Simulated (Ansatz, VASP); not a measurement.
## Cross-check of Li between VASP and Ansatz

Wanted: the spread between two codes on one cell, functional and k mesh. The cell is taken from a series of runs on this material, whose earlier steps may have relaxed, scaled, displaced or heated it; both programs get it as it stands.

Main program and level: Ansatz 0.2.0; plane waves, with VASP 6.6.1 beside it; PBEsol with D4.

## Step 1: Set-up

Symmetry: P6/mmm, No. 191, hexagonal system. The conventional cell has a = 4.912 Å, b = 4.912 Å, c = 2.886 Å, α = 90.00°, β = 90.00°, γ = 120.00°. Li has 14 Li at 2.89 to 3.18 Å nearest. Nearest to Li lie 11 Li at 2.84 to 3.18 Å.

Structure file:

```xyz
3
Lattice="4.9118 0.0000 0.0000 -2.4559 4.2537 0.0000 0.0000 0.0000 2.8863" Properties=species:S:1:pos:R:3 pbc="T T T"
Li    0.0000    0.0000    0.0000
Li    2.4559    1.4179    1.4431
Li    0.0000    2.8358    1.4431
```

## Step 2: VASP: relaxation of cell and atoms, PBEsol with D4, pair 1

The relaxed volume is the usual yardstick between codes: in a stiff, nearly cubic crystal its relative difference is about their pressure difference at one cell divided by the bulk modulus.

Lines of VASP's logs that name or quote its potential files are left out, and so is its time.

Input file INCAR:

```
SYSTEM = Li
PREC = Accurate
ENCUT = 750
EDIFF = 1E-07
NELM = 120
ISMEAR = 1
SIGMA = 0.15
LREAL = .FALSE.
ALGO = Normal
GGA = PS
IVDW = 13
NBANDS = 10
LORBIT = 11
LWAVE = .FALSE.
LCHARG = .FALSE.
ISIF = 3
IBRION = 2
NSW = 80
EDIFFG = -0.005
LASPH = .TRUE.
GGA_COMPAT = .FALSE.
NELMIN = 4
KPAR = 2
```

Input file POSCAR:

```
Li
1.0
    4.9117780000      0.0000000000      0.0000000000
   -2.4558890000      4.2537240000      0.0000000000
    0.0000000000      0.0000000000      2.8863000000
Li
3
Direct
    0.0000000000      0.0000000000      0.0000000000
    0.6666666667      0.3333333333      0.5000000000
    0.3333333333      0.6666666667      0.5000000000
```

Input file KPOINTS:

```
Automatic mesh
0
Gamma
10 10 16
0 0 0
```

PAW data sets: Li_sv (PBE family, release 64).

Launch:

```sh
$ mpirun -np 2 vasp_std
```

Numbers of over 12 decimals in the logs are rounded to 6 here.

What it wrote:

```text
[banner, memory and clock lines left out]
running    2 mpi-ranks, on    1 nodes
 distrk:  each k-point on    1 cores,    2 groups
 distr:  one band on    1 cores,    1 groups

 POSCAR found type information on POSCAR Li
 POSCAR found :  1 types and       3 ions
|                                                                             |
|               ----> ADVICE to this user running VASP <----                  |
|                                                                             |
|     You enforced a specific xc type in the INCAR file but a different       |
|     [... a line on the potential file left out ...]
|     I HOPE YOU KNOW WHAT YOU ARE DOING!                                     |
|                                                                             |

 LDA part: xc-table for (Slater+PW92), standard interpolation
 POSCAR, INCAR and KPOINTS ok, starting setup
 FFT: planning ... GRIDC
 FFT: planning ... GRID_SOFT
 FFT: planning ... GRID
 WAVECAR not read
 entering main loop
       N       E                     dE             d eps       ncg     rms          rms(c)
DAV:   1     0.210884054510E+02    0.21088E+02   -0.44338E+03  2520   0.989E+02
DAV:   2    -0.437294709880E+00   -0.21526E+02   -0.21049E+02  2868   0.165E+02
DAV:   3    -0.574222777528E+01   -0.53049E+01   -0.52765E+01  4828   0.465E+01
DAV:   4    -0.586840998801E+01   -0.12618E+00   -0.12609E+00  3144   0.115E+01
DAV:   5    -0.587255032291E+01   -0.41403E-02   -0.41398E-02  3926   0.159E+00    0.638E-01
DAV:   6    -0.586762327566E+01    0.49270E-02   -0.20084E-03  3784   0.349E-01    0.370E-01
DAV:   7    -0.586522194587E+01    0.24013E-02   -0.83403E-03  4752   0.503E-01    0.829E-02
DAV:   8    -0.586544975923E+01   -0.22781E-03   -0.50249E-04  3354   0.224E-01    0.122E-01
DAV:   9    -0.586523576469E+01    0.21399E-03   -0.17423E-04  2978   0.154E-01    0.603E-03
DAV:  10    -0.586523938121E+01   -0.36165E-05   -0.52112E-05  3504   0.644E-02    0.351E-03
DAV:  11    -0.586523900296E+01    0.37825E-06   -0.21986E-06  3738   0.133E-02    0.120E-03
DAV:  12    -0.586523872350E+01    0.27946E-06   -0.17909E-08  2114   0.152E-03    0.107E-04
DAV:  13    -0.586523868205E+01    0.41454E-07   -0.34702E-09  1724   0.643E-04
   1 F= -.58989588E+01 E0= -.58987662E+01  d E =-.589896E+01
 curvature:   0.00 expect dE= 0.000E+00 dE for cont linesearch  0.000E+00
 trial: gam= 0.00000 g(F)=  0.238E-47 g(S)=  0.113E-03 ort = 0.000E+00 (trialstep = 0.100E+01)
 search vector abs. value=  0.113E-03
 bond charge predicted
       N       E                     dE             d eps       ncg     rms          rms(c)
DAV:   1    -0.586525117129E+01   -0.12448E-04   -0.96959E-04  3138   0.367E-01    0.591E-02
DAV:   2    -0.586527772228E+01   -0.26551E-04   -0.44685E-04  3580   0.179E-01    0.522E-02
DAV:   3    -0.586529903837E+01   -0.21316E-04   -0.15329E-04  4688   0.830E-02    0.747E-02
DAV:   4    -0.586525729794E+01    0.41740E-04   -0.49345E-05  4572   0.563E-02    0.295E-03
DAV:   5    -0.586525803541E+01   -0.73746E-06   -0.21953E-06  2952   0.150E-02    0.163E-03
DAV:   6    -0.586525820904E+01   -0.17363E-06   -0.80502E-08  1952   0.270E-03    0.317E-04
DAV:   7    -0.586525826935E+01   -0.60313E-07   -0.42730E-08  1582   0.220E-03
   2 F= -.58990571E+01 E0= -.58988670E+01  d E =-.982848E-04
 trial-energy change:   -0.000098  1 .order   -0.000099   -0.000113   -0.000084
 step:   3.8346(harm=  3.8346)  dis= 0.00000  next Energy=    -5.899176 (dE=-0.218E-03)
 bond charge predicted
       N       E                     dE             d eps       ncg     rms          rms(c)
DAV:   1    -0.586509611364E+01    0.16210E-03   -0.78924E-03  3068   0.105E+00    0.168E-01
DAV:   2    -0.586531767628E+01   -0.22156E-03   -0.36048E-03  3530   0.507E-01    0.148E-01
DAV:   3    -0.586548524654E+01   -0.16757E-03   -0.12134E-03  4592   0.235E-01    0.211E-01
DAV:   4    -0.586515410870E+01    0.33114E-03   -0.39091E-04  4460   0.159E-01    0.843E-03
DAV:   5    -0.586515691487E+01   -0.28062E-05   -0.17334E-05  2924   0.420E-02    0.467E-03
DAV:   6    -0.586515738984E+01   -0.47497E-06   -0.12405E-06  4250   0.763E-03    0.428E-04
DAV:   7    -0.586515755236E+01   -0.16252E-06   -0.34960E-08  1766   0.224E-03    0.394E-04
DAV:   8    -0.586515759362E+01   -0.41260E-07   -0.45622E-09  1550   0.935E-04
   3 F= -.58991810E+01 E0= -.58989970E+01  d E =-.222208E-03
 curvature:  -1.92 expect dE=-0.135E-05 dE for cont linesearch -0.207E-06
 trial: gam=-0.02461 g(F)=  0.325E-46 g(S)=  0.705E-06 ort = 0.350E-05 (trialstep = 0.157E+01)
 search vector abs. value=  0.602E-06
 reached required accuracy - stopping structural energy minimisation
```

From OUTCAR (step 2):

```text
ion  position               nearest neighbor table
   1  0.000  0.000  0.000-
   2  0.667  0.333  0.500-
   3  0.333  0.667  0.500-

  LATTYP: Found a hexagonal cell.
 ALAT       =     4.9117780000
 C/A-ratio  =     0.5876283497

 Subroutine GETGRP returns: Found 24 space group operations
 (whereof 24 operations were pure point group operations)

The static configuration has the point symmetry D_6h.

 Found    126 irreducible k-points:

   k-points           NKPTS =    126   k-points in BZ     NKDIM =    126   number of bands    NBANDS=     10

   dimension x,y,z NGX =    48 NGY =   48 NGZ =   28
   dimension x,y,z NGXF=    96 NGYF=   96 NGZF=   56

   ENCUT  =  750.0 eV  55.12 Ry    7.42 a.u.  10.97 10.97  6.45*2*pi/ulx,y,z

   NELECT =       9.0000    total number of electrons

 k-points in reciprocal lattice and weights: Automatic mesh
   0.00000000  0.00000000  0.00000000       0.001
   0.10000000 -0.00000000  0.00000000       0.004
   0.20000000 -0.00000000  0.00000000       0.004
   0.30000000 -0.00000000  0.00000000       0.004
   0.40000000  0.00000000  0.00000000       0.004
   0.50000000  0.00000000  0.00000000       0.002
   0.10000000  0.10000000  0.00000000       0.004
   0.20000000  0.10000000  0.00000000       0.007
   0.30000000  0.10000000  0.00000000       0.007
[...]
0.40000000  0.20000000  0.50000000       0.004
   0.30000000  0.30000000  0.50000000       0.004

 average (electrostatic) potential at core
       1 -64.4951       2 -64.6068       3 -64.6068

 E-fermi :   0.6910

 k-point     1 :       0.0000    0.0000    0.0000
  band No.  band energies     occupation
      1     -45.2614      2.00000
      2     -45.2381      2.00000
      3     -45.1351      2.00000
      4      -2.9116      2.00000
      5       2.7967     -0.00000
      6       2.7967     -0.00000
      7       2.8555     -0.00000
      8       2.8555     -0.00000
      9       6.6233      0.00000
    ...

 k-point     2 :       0.1000   -0.0000    0.0000
  band No.  band energies     occupation
      1     -45.2608      2.00000
      2     -45.2385      2.00000
      3     -45.1352      2.00000
      4      -2.8498      2.00000
      5       1.9258     -0.00000
      6       2.0876     -0.00000
      7       3.4877     -0.00000
      8       3.7266      0.00000
      9       6.8748      0.00000
    ...

 k-point     3 :       0.2000   -0.0000    0.0000
  band No.  band energies     occupation
      1     -45.2593      2.00000
      2     -45.2400      2.00000
      3     -45.1353      2.00000
      4      -2.6653      2.00000
      5       0.9826     -0.01906
      6       1.5130     -0.00000
      7       3.7815      0.00000
      8       4.7865      0.00000
      9       7.4229      0.00000
    ...

  DFT-D4 for vdW energy calculation

  Edisp (eV):   -0.03402

  Total       0.00209     0.00209    -0.00592     0.00000    -0.00000     0.00000
  in kB       0.05614     0.05614    -0.15876     0.00000    -0.00000     0.00000
  external pressure =       -0.02 kB  Pullay stress =        0.00 kB

  energy-cutoff  :      750.00
  volume of cell :       59.78
      direct lattice vectors                 reciprocal lattice vectors
     4.900115712  0.000000000 -0.000000000     0.204076813  0.117823818 -0.000000000
    -2.450057856  4.243624166  0.000000000    -0.000000000  0.235647635 -0.000000000
     0.000000000  0.000000000  2.874918697     0.000000000 -0.000000000  0.347835923

 POSITION                                       TOTAL-FORCE (eV/Angst)
 -----------------------------------------------------------------------------------
      0.00000      0.00000      0.00000         0.000000      0.000000      0.000000
      2.45006      1.41454      1.43746        -0.000000      0.000000     -0.000000
     -0.00000      2.82908      1.43746         0.000000     -0.000000      0.000000
 -----------------------------------------------------------------------------------
    total drift:                               -0.000000      0.000000     -0.000000

  FREE ENERGIE OF THE ION-ELECTRON SYSTEM (eV)
  ---------------------------------------------------
  free  energy   TOTEN  =        -5.8991810048 eV

  energy  without entropy=       -5.8986291332  energy(sigma->0) =       -5.89899705

 reached required accuracy - stopping structural energy minimisation

 total charge
# of ion       s       p       d       tot
------------------------------------------
    1        2.034   0.045   0.000   2.079
    2        2.033   0.047   0.000   2.081
    3        2.033   0.047   0.000   2.081
--------------------------------------------------
tot          6.101   0.139   0.000   6.240

[... 3 further parts left out ...]
```

CONTCAR:

```
Li
   1.00000000000000
     4.9001157122174863    0.0000000000000000   -0.0000000000000000
    -2.4500578561087432    4.2436241662590399    0.0000000000000000
     0.0000000000000000    0.0000000000000000    2.8749186971738423
  Li
     3
Direct
     0.0000000000000000    0.0000000000000000    0.0000000000000000
     0.6666666667000030    0.3333333332999970    0.5000000000000000
     0.3333333332999970    0.6666666667000030    0.5000000000000000
```

## Step 3: Ansatz: relaxation of cell and atoms, PBEsol with D4, pair 1

Ansatz runs on its default PAW (the set named soft_2) files.

The same cell, functional, mesh and smearing now go to Ansatz, which takes its cutoff from its data sets.

Input file input.yaml:

```yaml
crystal:
  lattice:
    - [4.9117776725, 0.0, 0.0]
    - [-2.4558888362, 4.2537242421, 0.0]
    - [0.0, 0.0, 2.8862995597]
  atoms:
    - { symbol: Li, position: [0.0, 0.0, 0.0] }
    - { symbol: Li, position: [0.6666666667, 0.3333333333, 0.5] }
    - { symbol: Li, position: [0.3333333333, 0.6666666667, 0.5] }
kpoints:
  mp_grid: { grid: [10, 10, 16] }
hamiltonian:
  xc: pbesol
  dispersion: d4
scf:
  occupations: { method: methfessel_paxton, width: 0.15 }
output:
  forces: true
  stress: true
  eigenvalues: true
relax:
  adjacent_minimum: "off"
  f_tol: 0.001
  max_steps: 60
  cell: { stress_tol: 0.01 }
```

Launch:

```sh
$ ansatz run input.yaml --threads 4 --pin off --max-ram 7168MiB --backend cpu --events-out ev --progress --plain --runs-dir out
```

What it wrote:

```text
Engine: ansatz 0.2.0, aarch64-unknown-linux-gnu
Pseudopotentials: kind: paw
Pseudopotential: Li, paw, valence charge 3, recommended cutoff 420 eV (normal), Li.paw.azcp
Functional definition: PBEsol
  exchange = pbesol_x
  correlation = pbesol_c
Crystal: 3 atoms, lattice volume = 60.304 Å³
Basis set: ecut = 420 eV, 1155 PW (Γ), exchange–correlation on 72×72×40 points (8 copies of the dense FFT grid, shifted against one another)
Bands: 9, of which v1, the nominal top of the filled ones, is band 5 counted from 1 (4 counted from 0)
Symmetry: 24 space group operations
Space group: P6/mmm (ITA 191), of the structure as read, at distance tolerance 3.9e-5 Å
k-points: 126 of 1600
Non-local potential: Li, projectors of the file, l = 0: 3, l = 1: 2, l = 2: 1
PAW form: soft (Blöchl's): semilocal exchange-correlation on the pseudo side does not see the compensation charge
PAW one-centre angular grid: Li, 110 points (default); XC on 64 Gauss nodes
Initial density: superposition of atomic densities (neutral atoms: chi_scale 0, normalization atom), corrected by the library's trained network
Initial wavefunctions: pseudopotential atomic-orbital guess
Functional: x = pbesol(κ = 0.804, μ = 0.123457), c = pbesol(β = 0.046)
SCF iter   1: F=—  HF=-608.994208 eV  |F-HF|=—  |Δ(HF+E_count)|=         —  Δρ=1.77e-3  dr2=1.86e-3  ethr=1.77e-3  ⟨swp⟩=4.0  Hψ=6557  notcnv=0
preconditioner: auto → none  [metal: Δε(μ)=0.027 eV  Ē_g=5.231 eV  σ=0.150 eV  W_gap=0.15  n_scr=6 (ndim 8)  ℏωp=8.3 eV  f_vac=0.000  D(μ)=1.57/eV (n_scr^D=6)  sad-step TF]
SCF iter   2: F=—  HF=-608.992375 eV  |F-HF|=—  |Δ(HF+E_count)|=   1.83e-3  S|Δr|=    0.00e0  Δρ=9.40e-4  dr2=7.89e-4  ethr=2.07e-5  ⟨swp⟩=2.0  Hψ=2527  notcnv=0
SCF iter   3: F=—  HF=-608.991921 eV  |F-HF|=—  |Δ(HF+E_count)|=   4.54e-4  S|Δr|=    0.00e0  Δρ=8.17e-5  dr2=7.95e-6  ethr=8.77e-6  ⟨swp⟩=2.3  Hψ=1664  notcnv=0
SCF iter   4: F=—  HF=-608.991905 eV  |F-HF|=—  |Δ(HF+E_count)|=   1.61e-5  S|Δr|=    0.00e0  Δρ=2.59e-5  dr2=6.45e-7  ethr=8.84e-8  ⟨swp⟩=1.9  Hψ=1299  notcnv=0
SCF iter   5: F=-608.991905 eV  HF=-608.991905 eV  |F-HF|=1.62e-9  |Δ(HF+E_count)|=   3.53e-8  S|Δr|=    0.00e0  Δρ=3.89e-6  dr2=1.33e-8  ethr=1.11e-9  ⟨swp⟩=4.0  Hψ=3786  notcnv=0
SCF 1 converged in 5 iterations: F = -608.991905 eV  dr2 = 1.33e-8
  greatest PAW one-centre occupation: 1.000 electrons in one spin orbital (limit 2), on the Li atom at site 0 (counted from 0), in its partial waves of l = 0
relax step   1: F+E_penalty+E_count = -608.99190523 eV  Δ(F+E_penalty+E_count) = +0.000e0 eV  max|allowed force component| = 9.059e-18 eV/Å  Δτ_max = 0.0000 Å  P = -0.001 GPa  Ω = 60.304 Å³  (5 SCF iters, dr2 threshold 1.00e-7 eV, accepted)
[...]
relax step   2: F+E_penalty+E_count = -608.99191990 eV  Δ(F+E_penalty+E_count) = -1.466e-5 eV  max|allowed force component| = 1.735e-18 eV/Å  Δτ_max = 0.0000 Å  P = -0.001 GPa  Ω = 60.303 Å³  energy of the carried Pulay correction = +9.134e-8 eV  (3 SCF iters, dr2 threshold 5.55e-9 eV, accepted)
[...]
relax step   3: F+E_penalty+E_count = -608.99192361 eV  Δ(F+E_penalty+E_count) = -3.709e-6 eV  max|allowed force component| = 4.626e-18 eV/Å  Δτ_max = 0.0000 Å  P = -0.000 GPa  Ω = 60.296 Å³  energy of the carried Pulay correction = +2.854e-7 eV  (3 SCF iters, dr2 threshold 1.15e-9 eV, accepted)
[...]
relax step   4: F+E_penalty+E_count = -608.99192337 eV  Δ(F+E_penalty+E_count) = +2.334e-7 eV  max|allowed force component| = 3.084e-18 eV/Å  Δτ_max = 0.0000 Å  P = -0.000 GPa  Ω = 60.296 Å³  stress off target by 1.59e-4 GPa  SCF on the basis re-selected at this cell (its energy is not comparable with the rows above)  (4 SCF iters)
basis re-selected at this cell: Δ(F+E_penalty+E_count) = +2.334e-7 eV, ΔP = +0.000 GPa vs the last step (what re-selecting the basis moved, of the pressure what is left beyond the Pulay correction that the steps carried, after the strain that the cell walked since its last selection, with what the two solves' SCF thresholds leave and, on support functions, any second-order correction that the steps lacked; it is no m [...]
SCF converged after 4 iterations
Stability not checked: this state was not tested for a lower state beside it, because cold or Methfessel-Paxton smearing, or corrected tetrahedra, fill the levels in a way that the test cannot read (fill_not_monotonic; see scf.lower_state_search)
Free energy (F): -608.991923 eV
Harris-Foulkes:  -608.991923 eV  (|F-HF|=0.00e0)
Internal energy: -608.991368 eV  (E = F + TS)
E sigma→0 (E₀):  -608.991785 eV
Entropy (-TS):   -0.000555 eV (-0.185 meV/atom)
Fermi energy:    1.066893 eV
--- Per-component energies (eV) ---
  E_band       = -270.303878
  E_kinetic    = 63.590780
  E_local      = -395.580873  (includes V_loc(G=0)·N_el)
  E_nonlocal   = -99.578163
  E_hartree    = 117.280170
  E_xc         = -29.712213
  E_vxc        = -38.470295  (∫ρ·V_xc dr)
  E_paw        = -58.771179  (= ΣΔE_a)
  E_vpaw       = -34.825725  (= ΣTr[D̂ρ^β])
  E_aug_tail   = 0.000058  (compensation charges beyond the density's cutoff)
  E_ewald      = -206.186177
  E_disp       = -0.033772  (pairwise vdW)
  E_smearing   = -0.000555  (= −TS)
  E_closure    = 0.000000  (closes the sum)
  Σ components = -608.991923   (vs F -608.991923, Δ=0.00e0)
--- Forces (eV/Å), atoms counted from 1 ---
  atom   1  Li    -0.00000000     0.00000000     0.00000000
  atom   2  Li     0.00000000     0.00000000     0.00000000
  atom   3  Li    -0.00000000    -0.00000000     0.00000000
  max |Σ_I F_I| component: 1.16e-18 eV/Å
--- Stress (GPa, compression-positive) ---
       -0.000147       0.000000       0.000000
        0.000000      -0.000147       0.000000
        0.000000       0.000000       0.000159
  P = ⅓ Tr σ = -0.0000 GPa (-0.000 kbar)
--- Band table (eV; the first three rows and the last of 126) ---
  k-point 0: bands = ["-44.9349", "-44.9124", "-44.8098", "-2.5242", "3.1635", "3.1635", "3.2223", "3.2223", "6.9447"]
  k-point 1: bands = ["-44.9344", "-44.9120", "-44.8093", "-2.4718", "3.2312", "3.2312", "3.2918", "3.2918", "6.8223"]
  k-point 2: bands = ["-44.9330", "-44.9108", "-44.8081", "-2.3146", "3.4339", "3.4339", "3.5005", "3.5005", "6.4198"]
  k-point 125: bands = ["-44.9127", "-44.9101", "-44.7982", "1.8605", "2.0437", "2.6158", "4.2660", "4.4420", "5.2393"]
--- Relaxed structure (3 steps of the walk, 3 accepted, 1 SCFs on fresh bases) ---
  F+E_penalty+E_count = -608.99192337 eV   max|allowed force component| = 3.084e-18 eV/Å   (the final SCF, on the basis selected at the relaxed cell)
  cell:  # Å, volume = 60.2962 Å³
    - [4.914931, -2.8886202832086273e-11, 0.0]
    - [-2.457466, 4.256455, 0.0]
    - [0.0, 0.0, 2.882203]
  atoms:
    - { symbol: Li, position: [0, 0, 0.0] }
    - { symbol: Li, position: [0.666667, 0.333333, 0.5] }
    - { symbol: Li, position: [0.333333, 0.666667, 0.5] }
```

In the SCF lines HF is the Harris–Foulkes energy and dr2 the Hartree energy of the density residual, in eV; the loop may stop once dr2 is under the threshold and the program's other checks hold. Hψ counts applications of the Hamiltonian.

## Step 4: Differences

Known differences besides the potentials themselves: the cutoff is 420 eV in Ansatz and 750 eV in VASP; Ansatz adds a Pulay correction to the stress that steers its cell, VASP none. Total energies have different zeros and are not compared.

Compared:

```tsv
quantity	Ansatz	VASP	difference
volume (Å³)	60.30	59.78	+0.86 %
edge a after relaxation, in the typed setting (Å)	4.915	4.900	+0.30 %
edge c after relaxation, in the typed setting (Å)	2.882	2.875	+0.25 %
```

(Continued in part 2 of 2.)

[Lines on the potential files, build, host, timing and source positions are cut from VASP's logs without a mark.]

[Logs are printed without paths, hosts, clocks, repeated set-up lines and the standing remarks that a program may print on its own settings, such as how far it seeks lower states.]

[Hosts, paths, dates, database ids (printed as entryN), source tags and the programs' standing remarks are cut or masked in the printed files.]
